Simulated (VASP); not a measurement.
Data:

```
CELL_PARAMETERS angstrom
      0.00000     2.73031     2.73031
      2.73031     0.00000     2.73031
      2.73031     2.73031     0.00000
ATOMIC_POSITIONS crystal
  Zn 0.00000 0.00000 0.00000
  S  0.25000 0.25000 0.25000
```

Calculation: RPBE GGA, VASP's PBE PAW potentials (set 64) (plane waves; VASP 6.6.1). Settings: 520 eV cut-off, 8×8×8 Γ-centred mesh, Gaussian smearing of 0.050 eV, potentials Zn S.

### Question
What does the run give for the energy per atom (σ→0), pressure, band gap (on the k-mesh) with the smallest direct gap where there is one?

### Answer

* **band gap (on the k-mesh)**: 2.15 eV
* **smallest direct gap (on the k-mesh)**: 2.15 eV
* **energy per atom (σ→0)**: -3.099 eV/atom
* **pressure**: 1.95 GPa

Total energies compare only between runs with the same potentials, cut-off and functional.

The compound is ZnS in the zinc blende structure. This cell is one point of a volume scan, at 0.97 of the reference volume.
